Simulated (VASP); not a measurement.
# MnIn11As12 (a cell with a defect) in VASP: further runs

The runs below take MnIn11As12 (a cell with a defect) through single point, with PBEsol+U.

Program: VASP 6.6.1. These are calculated values, not measurements. Logs are shortened: lines on timing, memory, paths and dates and some standing lists are left out, and cuts for length are marked.

## (1) Starting point

The cell holds a defect, 24 atoms: a = 12.851 Å, b = 8.567 Å, c = 8.567 Å, α = 60.00°, β = 60.00°, γ = 60.00°.

## (2) Single point, PBEsol+U, collinear spin, ferromagnetic start

The input, INCAR:

```
SYSTEM = MnIn11As12
ALGO = Normal
EDIFF = 1E-5
ENCUT = 350
GGA = PS
ISIF = 2
ISMEAR = 0
ISPIN = 2
ISYM = 0
KPAR = 4
LASPH = .TRUE.
LCHARG = .FALSE.
LDAU = .TRUE.
LDAUJ = 0 0 0
LDAUL = 2 -1 -1
LDAUPRINT = 1
LDAUTYPE = 2
LDAUU = 3.5 0 0
LMAXMIX = 4
LORBIT = 11
LREAL = Auto
LWAVE = .FALSE.
MAGMOM = 2 0 0 0 0 0 0 0 0 0 0 0 0 0 0 0 0 0 0 0 0 0 0 0
NELM = 120
NUPDOWN = 2
PREC = Accurate
SIGMA = 0.03
```

The input, KPOINTS:

```
k-points
0
G
  2 3 3
  0 0 0
```

The input, POSCAR:

```
MnIn11As12                              
1.0
    0.0000000000      9.0870000000      9.0870000000
    6.0580000000      0.0000000000      6.0580000000
    6.0580000000      6.0580000000      0.0000000000
  Mn              In              As            
     1    11    12
Direct
     0.0008969422211931    0.0007395117716602    0.9994948036153082
     0.0004917169128393    0.9995660033640139    0.5007679333801714
     0.0009819245543049    0.4999677909334548    0.9995181028267052
     0.0002865227767489    0.5006349014086956    0.4987205452357735
     0.3343794526154434    0.9976290731672161    0.9985568774272454
     0.3317581296600011    0.9997319957611788    0.5009912901968777
     0.3320187758579257    0.5039543539129034    0.9981860117601161
     0.3335754422296450    0.4992170422309375    0.5002768191861414
     0.6677322100322364    0.0013802562195787    0.0020926101921206
     0.6683894488512340    0.0000751984085574    0.4984746351604398
     0.6696812527899868    0.4967263939622704    0.9998846924213630
     0.6677674726461017    0.4998052254820116    0.4999540358580226
     0.0820227642372011    0.1197782684665312    0.1206065912953868
     0.0809039474896837    0.1214872867125849    0.6371498871833314
     0.0810453890171844    0.6387663580435146    0.1196900749681616
     0.0845605941765153    0.6243333303058979    0.6239869890815246
     0.4152756036993264    0.1272375282301476    0.1247183809067815
     0.4178453038271950    0.1241407867049639    0.6228019671967989
     0.4188536065266479    0.6219884014125339    0.1249844471517141
     0.4177174963207895    0.6247732255513121    0.6233003108305859
     0.7622792322088970    0.1188750847951739    0.1205159897442681
     0.7504893661472346    0.1253796399927915    0.6258183811525531
     0.7509629007544472    0.6249962613669156    0.1254187094640904
     0.7509685044472133    0.6246140817951348    0.6244979137645356
```

Potentials or basis: VASP PAW PBE potentials, release 64 (Mn_pv, In_d, As).

Started as:

```console
> cat potpaw_PBE.64/Mn_pv/POTCAR potpaw_PBE.64/In_d/POTCAR potpaw_PBE.64/As/POTCAR > POTCAR
> mpirun -np 4 vasp_std > vasp.out
```

OUTCAR:

```text
SYSTEM = MnIn11As12
   EDIFF = 1E-5
   ENCUT = 350
   GGA = PS
   ISIF = 2
   ISMEAR = 0
   ISPIN = 2
   ISYM = 0
   LASPH = .TRUE.
   LORBIT = 11
   LREAL = Auto
   NELM = 120
   NUPDOWN = 2
   PREC = Accurate

 ion  position               nearest neighbor table
   1  0.001  0.001  0.999-  21 2.50  13 2.53  15 2.53  14 2.53
   2  0.000  1.000  0.501-  22 2.62  16 2.62  14 2.65  13 2.66
   3  0.001  0.500  1.000-  23 2.62  16 2.63  15 2.65  13 2.66
   4  0.000  0.501  0.499-  24 2.62  16 2.63  15 2.65  14 2.65
   5  0.334  0.998  0.999-  19 2.63  18 2.63  17 2.64  13 2.65
   6  0.332  1.000  0.501-  20 2.62  18 2.63  17 2.63  14 2.63
[... 16 lines left out ...]
  23  0.751  0.625  0.125-  12 2.62   3 2.62  11 2.63   9 2.63
  24  0.751  0.625  0.624-   4 2.62  12 2.62  11 2.63  10 2.63

IMPORTANT INFORMATION: All symmetrisations will be switched off!
NOSYMM: (Re-)initialisation of all symmetry stuff for point group C_1.

----------------------------------------------------------------------------------------

                                     Primitive cell

  volume of cell :     666.9742

  direct lattice vectors                    reciprocal lattice vectors
     0.000000000  9.087000000  9.087000000    -0.055023660  0.055023660  0.055023660
     6.058000000  0.000000000  6.058000000     0.082535490 -0.082535490  0.082535490
     6.058000000  6.058000000  0.000000000     0.082535490  0.082535490 -0.082535490

  length of vectors
    12.850958641  8.567305761  8.567305761     0.095303775  0.142955663  0.142955663

  position of ions in fractional coordinates (direct lattice)
     0.000896942  0.000739512  0.999494804
     0.000491717  0.999566003  0.500767933
     0.000981925  0.499967791  0.999518103
     0.000286523  0.500634901  0.498720545
     0.334379453  0.997629073  0.998556877
     0.331758130  0.999731996  0.500991290
[... 16 lines left out ...]
     0.750962901  0.624996261  0.125418709
     0.750968504  0.624614082  0.624497914

  ion indices of the primitive-cell ions
   primitive index   ion index
                 1           1
                 2           2
                 3           3
                 4           4
                 5           5
                 6           6
[... 16 lines left out ...]
                23          23
                24          24

----------------------------------------------------------------------------------------

 KPOINTS: k-points

[... 132 lines left out ...]

 Free energy of the ion-electron system (eV)
  ---------------------------------------------------
  ext. energy  EPLUGINS =         0.00000000
  ---------------------------------------------------
  free energy    TOTEN  =      -104.27627385 eV

  energy without entropy =     -104.27301390  energy(sigma->0) =     -104.27464388

 E-fermi :   5.3985     XC(G=0):  -9.2386

 val. band max:        5.3854818554   @ k =   0.0000   0.3333   0.0000
 cond. band min:       3.6614925414   @ k =   0.0000   0.0000   0.0000
 fundamental gap:     -1.7239893140
 Fermi energy:         3.6229671275

 spin component 1

 k-point     1 :       0.0000    0.0000    0.0000
  band No.  band energies     occupation
      1     -46.2843      1.00000
      2     -46.2786      1.00000
      3     -46.2774      1.00000
      4     -10.3146      1.00000
      5     -10.3067      1.00000
      6     -10.3013      1.00000
[... 1219 lines left out ...]
    119       7.4786      0.00000
    120       7.4915      0.00000
 Fermi energy:         5.3984949449

 spin component 2

 k-point     1 :       0.0000    0.0000    0.0000
  band No.  band energies     occupation
      1     -41.8467      1.00000
      2     -41.8417      1.00000
      3     -41.8323      1.00000
      4     -10.3345      1.00000
      5     -10.3265      1.00000
      6     -10.3211      1.00000
[... 1219 lines left out ...]
    119       7.4310      0.00000
    120       7.4571      0.00000
 [bands above 120 left out]

------------------------ aborting loop because EDIFF is reached ----------------------------------------

  FORCE on cell =-STRESS in cart. coord.  units (eV):
  Direction    XX          YY          ZZ          XY          YZ          ZX
  --------------------------------------------------------------------------------------
  -------------------------------------------------------------------------------------
  Total        2.5235265      2.4799980      2.5275151     -0.3130473      0.2836350     -0.3240627
  in kB        6.0619086      5.9573463      6.0714898     -0.7519891      0.6813359     -0.7784498
  external PRESSURE =       6.0302483 kB  Pullay stress =       0.0000000 kB

 VOLUME and BASIS-vectors are now :
 -----------------------------------------------------------------------------
  energy-cutoff  :      350.00
  volume of cell :      666.97
      direct lattice vectors                 reciprocal lattice vectors
     0.000000000  9.087000000  9.087000000    -0.055023660  0.055023660  0.055023660
     6.058000000  0.000000000  6.058000000     0.082535490 -0.082535490  0.082535490
     6.058000000  6.058000000  0.000000000     0.082535490  0.082535490 -0.082535490

 POSITION                                       TOTAL-FORCE (eV/Angst)
 -----------------------------------------------------------------------------------
      6.05942      6.06309      0.01263        -0.088280      0.057930      0.068532
      9.08902      3.03812      6.05984        -0.023125      0.001288      0.135154
      9.08389      6.06400      3.03773        -0.025250      0.128355      0.008654
      6.05410      3.02385      3.03545        -0.138783      0.026276      0.020743
     12.09289      9.08776      9.08214         0.025415     -0.002309      0.003228
      9.09138      6.04969      9.07106        -0.001360     -0.025766     -0.001558
[... 16 lines left out ...]
      4.54601      7.58379     10.61023         0.010131     -0.057600      0.003095
      7.56712     10.60726     10.60796         0.060100     -0.000427     -0.000827
 -----------------------------------------------------------------------------------
    total drift:                               -0.017718     -0.004453     -0.001646

  FREE ENERGIE OF THE ION-ELECTRON SYSTEM (eV)
  ---------------------------------------------------
  free  energy   TOTEN  =      -104.2762738539 eV

  energy  without entropy=     -104.2730139041  energy(sigma->0) =     -104.27464388

 total charge

# of ion       s       p       d       tot
------------------------------------------
    1        0.315   6.218   4.874  11.406
    2        0.865   0.707   9.880  11.452
    3        0.865   0.706   9.880  11.451
    4        0.864   0.711   9.881  11.455
    5        0.866   0.712   9.880  11.459
    6        0.864   0.722   9.882  11.468
[... 16 lines left out ...]
   23        1.237   1.537   0.023   2.797
   24        1.235   1.542   0.023   2.800
--------------------------------------------------
tot         24.667  32.491 113.836 170.994

 magnetization (x)

# of ion       s       p       d       tot
------------------------------------------
    1        0.040   0.031   4.148   4.218
    2       -0.011  -0.010  -0.006  -0.028
    3       -0.011  -0.010  -0.006  -0.028
    4       -0.011  -0.009  -0.006  -0.026
    5       -0.017  -0.013  -0.006  -0.036
    6       -0.017  -0.013  -0.006  -0.036
[... 16 lines left out ...]
   23       -0.014  -0.050  -0.001  -0.066
   24       -0.014  -0.047  -0.001  -0.062
--------------------------------------------------
tot         -0.279  -1.036   4.082   2.767
```

It took 9.2 min on 4 MPI ranks of Intel Xeon 6975P-C (Granite Rapids), shared host; peak memory 1.1 GiB.

What came out:

- Free energy: -104.2763 eV
- Pressure: 0.6 GPa
- Largest force: 0.143 eV/Å
- Net moment: 2.00 μB per cell
- Site moments: Mn +4.22; In -0.03, -0.04; As -0.15, -0.13, -0.14, -0.06, -0.08, -0.07 μB
- Valence electrons inside the program's atomic spheres: Mn 11.41; In 11.45, 11.46, 11.47, 11.48; As 2.78, 2.80, 2.79

Forces in eV/Å, atoms in the order of the input:
```
Mn  -0.088  0.058  0.069
In  -0.023  0.001  0.135
In  -0.025  0.128  0.009
In  -0.139  0.026  0.021
In   0.025 -0.002  0.003
In  -0.001 -0.026 -0.002
In  -0.009  0.002 -0.038
In  -0.032  0.019  0.028
In   0.002  0.021  0.018
In  -0.050 -0.023  0.063
In  -0.038  0.051 -0.029
In  -0.014 -0.011 -0.007
As   0.084 -0.042 -0.035
As   0.068 -0.048 -0.074
As   0.060 -0.063 -0.059
As   0.040 -0.020 -0.032
As   0.002  0.009  0.005
As   0.003  0.010  0.004
As   0.000 -0.001  0.010
As   0.018  0.004 -0.001
As   0.046 -0.036 -0.034
As   0.002  0.001 -0.057
As   0.010 -0.058  0.003
As   0.060  0.000 -0.001
```

Eigenvalues of the final occupation matrices:
| site | spin | trace | eigenvalues |
| --- | --- | --- | --- |
| site 1 d | 1 | 4.52 | 0.89 0.90 0.90 0.92 0.92 |
| site 1 d | 2 | 0.37 | 0.02 0.02 0.10 0.11 0.11 |

Caveat: the PAW data sets were made with another functional, which shifts forces and pressure a little; the total moment is fixed, so each spin has its own Fermi level; only a ferromagnetic start was run, and an antiferromagnetic order may lie lower in energy; the U is typed as a test and isn't derived for this compound. The state reached can hang on the start; a lower one may exist.

## (3) Single point, PBEsol+U, collinear spin, ferromagnetic start

INCAR: that of step 2 with these lines changed.

```diff
@@ -9,3 +9,3 @@
 ISYM = 0
-KPAR = 4
+KPAR = 2
 LASPH = .TRUE.
@@ -22,5 +22,5 @@
 LWAVE = .FALSE.
-MAGMOM = 2 0 0 0 0 0 0 0 0 0 0 0 0 0 0 0 0 0 0 0 0 0 0 0
+MAGMOM = 4 0 0 0 0 0 0 0 0 0 0 0 0 0 0 0 0 0 0 0 0 0 0 0
 NELM = 120
-NUPDOWN = 2
+NUPDOWN = 4
 PREC = Accurate
```

The input, KPOINTS:

```
k-points
0
G
  2 2 2
  0 0 0
```

POSCAR is that of step 2.

Potentials or basis: VASP PAW PBE potentials, release 64 (Mn_pv, In_d, As).

Started as:

```console
> cat potpaw_PBE.64/Mn_pv/POTCAR potpaw_PBE.64/In_d/POTCAR potpaw_PBE.64/As/POTCAR > POTCAR
> mpirun -np 4 vasp_std > vasp.out
```

It took 5.6 min on 4 MPI ranks of Intel Xeon 6975P-C (Granite Rapids), shared host; peak memory 0.61 GiB.

It converged, with:

| Item | Value |
| --- | --- |
| Free energy | -104.9217 eV |
| Pressure | 0.1 GPa |
| Largest force | 0.206 eV/Å |
| Net moment | 4.00 μB per cell |
| Site moments | Mn +4.30; In +0.00, +0.01, -0.00; As -0.09, -0.08, -0.02, -0.01, -0.05 μB |
| Valence electrons inside the program's atomic spheres | Mn 11.40; In 11.45, 11.44, 11.46, 11.47; As 2.79, 2.81, 2.80 |

Forces on the atoms (eV/Å):
```
Mn  -0.030  0.012  0.023
In  -0.013 -0.043  0.201
In  -0.015  0.195 -0.033
In  -0.205  0.009  0.003
In   0.156 -0.070 -0.061
In   0.053 -0.143 -0.031
In   0.045 -0.028 -0.156
In  -0.052  0.014  0.022
In   0.154 -0.012 -0.012
In  -0.056 -0.147  0.070
In  -0.043  0.058 -0.152
In  -0.001 -0.036 -0.031
As   0.084  0.084  0.091
As  -0.049 -0.044  0.044
As  -0.060  0.056 -0.057
As   0.053 -0.020 -0.034
As  -0.122  0.076  0.066
As   0.007  0.076  0.013
As   0.002  0.007  0.076
As  -0.009  0.026  0.021
As   0.091 -0.092 -0.086
As  -0.029  0.044 -0.047
As  -0.022 -0.047  0.043
As   0.060  0.025  0.024
```

Stress tensor (GPa, compression positive):
```
 0.08  0.11  0.10
 0.11  0.08 -0.08
 0.10 -0.08  0.09
```

Eigenvalues of the final occupation matrices:
```tsv
site	spin	trace	eigenvalues
site 1 d	1	4.55	0.90 0.90 0.92 0.92 0.92
site 1 d	2	0.33	0.02 0.02 0.10 0.10 0.10
```

Caveat: the k mesh is coarse (spacing up to 0.45 Å⁻¹), so the values aren't converged; the PAW data sets were made with another functional, which shifts forces and pressure a little; the total moment is fixed, so each spin has its own Fermi level; only a ferromagnetic start was run, and an antiferromagnetic order may lie lower in energy; the U is typed as a test and isn't derived for this compound.

## (4) Single point, PBEsol+U, collinear spin, ferromagnetic start

The input, INCAR:

```
PREC     = Accurate       # precision mode
ENCUT    = 350            # plane-wave cutoff, eV
EDIFF    = 1E-5           # SCF threshold, eV
ISMEAR   = 0              # smearing method
SIGMA    = 0.03           # smearing width, eV
LREAL    = Auto         
LASPH    = T              # aspherical terms in the spheres
NELM     = 120            # most SCF steps
ALGO     = Normal         # electronic algorithm
ISIF     = 2              # what is computed and relaxed
LWAVE    = F              # write WAVECAR
LCHARG   = F              # write CHGCAR
ISPIN    = 2              # spin polarisation
MAGMOM   = 4 0 0 0 0 0 0 0 0 0 0 0 0 0 0 0 0 0 0 0 0 0 0 0 # initial moments
LORBIT   = 11             # projections on sites
LMAXMIX  = 4              # l up to which the mixer works
LDAU     = T              # DFT+U
LDAUTYPE = 2            
LDAUL    = 2 -1 -1        # shell
LDAUU    = 3.5 0 0        # U, eV
LDAUJ    = 0 0 0        
LDAUPRINT= 1            
GGA      = PS             # functional
NBANDS   = 130            # bands
```

The input, KPOINTS:

```
Automatic mesh
0
Gamma
  2 2 2
```

The input, POSCAR:

```
MnIn11As12
1.0
    0.0000000000      9.0870000000      9.0870000000
    6.0580000000      0.0000000000      6.0580000000
    6.0580000000      6.0580000000      0.0000000000
Mn In As
1 11 12
Direct
    0.0000000000      0.0000000000      0.0000000000
    0.0000000000      0.0000000000      0.5000000000
    0.0000000000      0.5000000000      0.0000000000
    0.0000000000      0.5000000000      0.5000000000
    0.3333330000      0.0000000000      0.0000000000
    0.3333330000      0.0000000000      0.5000000000
    0.3333330000      0.5000000000      0.0000000000
    0.3333330000      0.5000000000      0.5000000000
    0.6666670000      0.0000000000      0.0000000000
    0.6666670000      0.0000000000      0.5000000000
    0.6666670000      0.5000000000      0.0000000000
    0.6666670000      0.5000000000      0.5000000000
    0.0833333333      0.1250000000      0.1250000000
    0.0833333333      0.1250000000      0.6250000000
    0.0833333333      0.6250000000      0.1250000000
    0.0833333333      0.6250000000      0.6250000000
    0.4166663333      0.1250000000      0.1250000000
    0.4166663333      0.1250000000      0.6250000000
    0.4166663333      0.6250000000      0.1250000000
    0.4166663333      0.6250000000      0.6250000000
    0.7500003333      0.1250000000      0.1250000000
    0.7500003333      0.1250000000      0.6250000000
    0.7500003333      0.6250000000      0.1250000000
    0.7500003333      0.6250000000      0.6250000000
```

Started as:

```console
> cat potpaw_PBE.64/Mn_pv/POTCAR potpaw_PBE.64/In_d/POTCAR potpaw_PBE.64/As/POTCAR > POTCAR
> mpirun -np 1 vasp_std > vasp.out
```

Wall time 13 min (1 thread of Intel Xeon Platinum 8559C (Emerald Rapids), shared host); peak memory 0.89 GiB.

Results (log left out):

| Item | Value |
| --- | --- |
| Free energy | -104.8462 eV |
| Pressure | 0.3 GPa |
| Largest force | 0.530 eV/Å |
| Band gap on the k mesh | none (metal or under the smearing width) |
| Net moment | 4.64 μB per cell |
| Site moments | Mn +4.43; In +0.01; As -0.06, -0.00, +0.00, +0.01, -0.02 μB |
| Valence electrons inside the program's atomic spheres | Mn 11.32; In 11.46, 11.47; As 2.79, 2.80, 2.81 |

Forces in eV/Å, atoms in the order of the input:
```
Mn   0.030 -0.026 -0.026
In   0.004 -0.033  0.159
In   0.004  0.159 -0.033
In  -0.155 -0.016 -0.016
In   0.140 -0.077 -0.077
In   0.064 -0.149 -0.050
In   0.064 -0.050 -0.149
In  -0.013 -0.013 -0.013
In   0.168  0.031  0.031
In  -0.065 -0.160  0.068
In  -0.065  0.068 -0.160
In  -0.011 -0.006 -0.006
As  -0.333 -0.278 -0.278
As   0.271  0.363 -0.276
As   0.271 -0.276  0.363
As   0.017 -0.001 -0.001
As  -0.120  0.061  0.061
As   0.024  0.050 -0.017
As   0.024 -0.017  0.050
As  -0.019  0.023  0.023
As  -0.284  0.301  0.301
As  -0.017  0.030 -0.001
As  -0.017 -0.001  0.030
As   0.017  0.018  0.018
```

Stress tensor (GPa, compression positive):
```
 0.32  0.15  0.15
 0.15  0.32 -0.11
 0.15 -0.11  0.32
```

Levels at points of the mesh, in eV from the Fermi level:
Spin up:
```csv
k point,band 106,band 107,band 108,band 109,band 110,band 111,band 112,band 113,band 114,band 115
"(0.00, 0.00, 0.00)",-0.62,-0.33,-0.32,-0.03,0.34,0.41,0.42,1.07,1.15,1.15
"(0.50, 0.00, 0.00)",-0.65,-0.63,-0.15,-0.15,0.25,0.26,1.05,1.13,1.33,1.53
"(0.00, 0.50, 0.00)",-0.92,-0.82,-0.42,-0.42,-0.06,-0.01,1.30,1.53,2.32,2.35
"(0.50, 0.00, 0.50)",-0.93,-0.91,-0.87,-0.54,-0.53,-0.12,2.32,2.33,2.39,2.44
"(0.00, 0.50, 0.50)",-0.98,-0.88,-0.85,-0.43,-0.38,0.00,1.77,1.90,2.34,2.38
"(0.50, 0.50, 0.50)",-0.86,-0.79,-0.61,-0.54,-0.28,-0.15,1.91,1.99,2.34,2.44
```
Spin down:
```csv
k point,band 102,band 103,band 104,band 105,band 106,band 107,band 108,band 109,band 110,band 111
"(0.00, 0.00, 0.00)",-0.59,-0.59,0.01,0.04,0.04,0.04,1.06,1.15,1.16,1.52
"(0.50, 0.00, 0.00)",-0.80,-0.31,-0.30,-0.15,-0.15,1.02,1.14,1.27,1.56,1.63
"(0.00, 0.50, 0.00)",-1.00,-0.50,-0.49,-0.39,-0.38,1.29,1.57,2.07,2.18,2.33
"(0.50, 0.00, 0.50)",-1.02,-0.87,-0.82,-0.59,-0.56,1.98,2.17,2.28,2.33,2.34
"(0.00, 0.50, 0.50)",-1.05,-0.91,-0.72,-0.46,-0.39,1.70,1.89,2.10,2.27,2.33
"(0.50, 0.50, 0.50)",-0.87,-0.72,-0.63,-0.54,-0.54,1.75,2.00,2.18,2.25,2.36
```

Eigenvalues of the final occupation matrices:
| site | spin | trace | eigenvalues |
| --- | --- | --- | --- |
| site 1 d | 1 | 4.60 | 0.91 0.91 0.92 0.92 0.92 |
| site 1 d | 2 | 0.25 | 0.02 0.02 0.07 0.08 0.08 |

Caveat: the k mesh is coarse (spacing up to 0.45 Å⁻¹), so the values aren't converged; the PAW data sets were made with another functional, which shifts forces and pressure a little; only a ferromagnetic start was run, and an antiferromagnetic order may lie lower in energy; the U is typed as a test and isn't derived for this compound.

(Part 1 of 2 ends here.)
